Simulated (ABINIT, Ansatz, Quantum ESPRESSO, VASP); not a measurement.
Code comparison for CuCl (F-43m, 2 atoms in the cell)

Self-consistent single point, at a second geometry (lattice scaled by 0.98). First geometry:

```
CuCl
1.0
    0.00000     2.70500     2.70500
    2.70500     0.00000     2.70500
    2.70500     2.70500     0.00000
Cu Cl
1 1
Direct
  0.00000   0.00000   0.00000
  0.25000   0.25000   0.25000
```

Shared settings, as Ansatz (an electronic-structure program) writes them: kpoints.mp_grid.grid = 9 9 9; scf.occupations.method = fermi_dirac; scf.occupations.width = 0.05 eV. Potentials and cutoffs stand in the table.

```
code                                                                        model  ΔF from the first geometry (meV/atom)  pressure (GPa)  gap on the mesh (eV)   cutoff
----------------  ---------------------------------------------------------------  -------------------------------------  --------------  --------------------  -------
ABINIT                                                PBE, PAW (JTH v2.0 PBE PAW)                                   15.4            3.84                 0.651    30 Ha
VASP                                      PBE, VASP's PBE PAW potentials (set 64)                                      –               –                 0.659   300 eV
Quantum ESPRESSO  PBE, PseudoDojo standard norm-conserving (PBE) pseudopotentials                                   15.1            3.97                 0.647    95 Ry
Ansatz                                                     PBE, default PAW files                                   15.1            3.91                 0.659  default
```

A dash marks a value that a program does not give, or that is left out as unsure.

Gaps are read on the mesh.

The spread over the programs that give each value: ΔF from the first geometry within 0.3 meV/atom; pressure within 0.13 GPa; gap on the mesh within 0.012 eV.

Ansatz's pressure is given at a fixed set of plane waves, as the other plane-wave codes print theirs; with its correction for the finite basis it is 3.97 GPa.

VASP's run is marked for a possible Pulay error in its stress at this cutoff; no cutoff test was made.

The starting cell has typed, rounded lattice constants, without a prior relaxation at this level. For this run, on top of that: lattice scaled by 0.98.

Left out of this page: GPAW, CP2K, Elk, FLEUR and SIESTA (not drawn, or without a comparable value).

Keys are those of Ansatz 0.2.
